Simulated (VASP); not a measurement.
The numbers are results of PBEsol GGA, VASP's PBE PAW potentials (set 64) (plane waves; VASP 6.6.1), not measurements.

VASP input:

**POSCAR**
```
BAs
4.7776410
  0.0000000000   0.4999999936   0.4999999936
  0.4999999936   0.0000000000   0.4999999936
  0.4999999936   0.4999999936   0.0000000000
B As
1 1
Cart
  0.2499999968   0.2499999968   0.2499999968
  0.0000000000   0.0000000000   0.0000000000
```

**INCAR**
```
ALGO = Normal
EDIFF = 1E-8
ENCUT = 520
GGA = PS
IBRION = 8
ISMEAR = 0
LASPH = .TRUE.
LCHARG = .FALSE.
LEPSILON = .TRUE.
LMAXMIX = 4
LREAL = .FALSE.
LWAVE = .FALSE.
NELM = 100
NSW = 1
PREC = Accurate
SIGMA = 0.01
SYSTEM = BAs
```

File KPOINTS:
```
Automatic mesh
0
Gamma
13 13 13
0 0 0
```

POTCAR, in this order: B As (PBE.64 set). Program: vasp_std.

The resulting files:

OUTCAR:
```
 ion  position               nearest neighbor table
   1  0.250  0.250  0.250-   2 2.07   2 2.07   2 2.07   2 2.07
   2  0.000  0.000  0.000-   1 2.07   1 2.07   1 2.07   1 2.07
  LATTYP: Found a face centered cubic cell.
 ALAT       =     4.7776409384
 Subroutine PRICEL returns:
 Original cell was already a primitive cell.
 Subroutine GETGRP returns: Found 24 space group operations
The static configuration has the point symmetry T_d .
The dynamic configuration has the point symmetry T_d .
 Subroutine INISYM returns: Found 24 space group operations
 Subroutine IBZKPT returns following result:
 Found     84 irreducible k-points:

 Following reciprocal coordinates:
            Coordinates               Weight
  0.000000  0.000000  0.000000      1.000000
  0.076923  0.000000  0.000000      8.000000
  0.153846  0.000000  0.000000      8.000000
  0.230769  0.000000  0.000000      8.000000
  0.307692  0.000000  0.000000      8.000000
  0.384615  0.000000  0.000000      8.000000
  0.461538  0.000000  0.000000      8.000000
  0.076923  0.076923  0.000000      6.000000
  0.153846  0.076923  0.000000     24.000000
  0.230769  0.076923  0.000000     24.000000
  0.307692  0.076923  0.000000     24.000000
  0.384615  0.076923  0.000000     24.000000
  0.461538  0.076923  0.000000     24.000000
 -0.461538  0.076923  0.000000     24.000000
 -0.384615  0.076923  0.000000     24.000000
 -0.307692  0.076923  0.000000     24.000000
 -0.230769  0.076923  0.000000     24.000000
 -0.153846  0.076923  0.000000     24.000000
 -0.076923  0.076923  0.000000     12.000000
  0.153846  0.153846  0.000000      6.000000
  0.230769  0.153846  0.000000     24.000000
  0.307692  0.153846  0.000000     24.000000
  0.384615  0.153846  0.000000     24.000000
  0.461538  0.153846  0.000000     24.000000
...
```

File OUTCAR:
```


 HEAD OF MICROSCOPIC STATIC DIELECTRIC TENSOR (INDEPENDENT PARTICLE, excluding Hartree and local field effects)
 ------------------------------------------------------
          10.269837     0.000000    -0.000000
           0.000000    10.269837     0.000000
           0.000000     0.000000    10.269837
 ------------------------------------------------------

 MACROSCOPIC STATIC DIELECTRIC TENSOR (including local field effects in DFT)
 ------------------------------------------------------
           9.892180    -0.000000     0.000000
          -0.000000     9.892180     0.000000
          -0.000000    -0.000000     9.892180
 ------------------------------------------------------

 PIEZOELECTRIC TENSOR (including local field effects)  for field in x, y, z        (e  Angst)
          XX          YY          ZZ          XY          YZ          ZX
  --------------------------------------------------------------------------------
  x    -0.00000     0.00000     0.00000     0.00000    -0.14804     0.00000
  y    -0.00000    -0.00000    -0.00000     0.00000     0.00000    -0.14804
  z     0.00000    -0.00000    -0.00000    -0.14804     0.00000     0.00000

 PIEZOELECTRIC TENSOR (including local field effects)  for field in x, y, z        (C/m^2)
          XX          YY          ZZ          XY          YZ          ZX
  --------------------------------------------------------------------------------
  x    -0.00000     0.00000     0.00000     0.00000    -0.08700     0.00000
  y    -0.00000    -0.00000    -0.00000     0.00000     0.00000    -0.08700
  z     0.00000    -0.00000    -0.00000    -0.08700     0.00000     0.00000

 BORN EFFECTIVE CHARGES (including local field effects) (in |e|, cummulative output)
 ---------------------------------------------------------------------------------
 ion    1
    1    -0.50395    -0.00000     0.00000
    2    -0.00000    -0.50395     0.00000
    3    -0.00000    -0.00000    -0.50395
 ion    2
    1     0.50395     0.00000    -0.00000
    2     0.00000     0.50395     0.00000
    3     0.00000     0.00000     0.50395
```
(Selected blocks of OUTCAR.)

The structure comes from a computed database's BAs entry (F-43m); how it stands against other phases isn't given here. It was relaxed first.
